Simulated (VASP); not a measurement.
Given:

```
CELL_PARAMETERS angstrom
      2.51000     0.00000     0.00000
     -1.25500     2.17372     0.00000
      0.00000     0.00000     4.07000
ATOMIC_POSITIONS crystal
  Co 0.66667 0.33333 0.75000
  Co 0.33333 0.66667 0.25000
```
Starting moments (μB, in the order of the record's atoms Co Co): 1.8 1.8.

Computed with r2SCAN meta-GGA, VASP's PBE PAW potentials (set 64) (plane waves; VASP 6.6.1). Numerical set-up: 480 eV cut-off, 15×15×8 Γ-centred mesh, first-order Methfessel-Paxton smearing of 0.10 eV, potentials Co.

Energy and stress use the plane-wave basis of the starting cell.

**Question.** The ions, cell shape and volume are relaxed. Predict the relaxed structure.

**Answer.** 
```
CELL_PARAMETERS angstrom
      2.46464     0.00000     0.00000
     -1.23232     2.13444     0.00000
      0.00000     0.00000     4.01908
ATOMIC_POSITIONS crystal
  Co 0.66667 0.33333 0.75000
  Co 0.33333 0.66667 0.25000
```
Space group P6_3/mmc (194), at a tolerance of 0.03 Å. The cell ends with 3.37 μB, on the sites 1.75 1.75 μB.

**Question.** How do energy and volume change from the first to the last step?

**Answer.** The energy (σ→0) changes by -17.0 meV/atom and the volume by -4.8 %, in 12 ionic steps.

The compound is Co in the hcp structure. This run relaxes it. Symmetry was kept, so distortions that lower it aren't found.
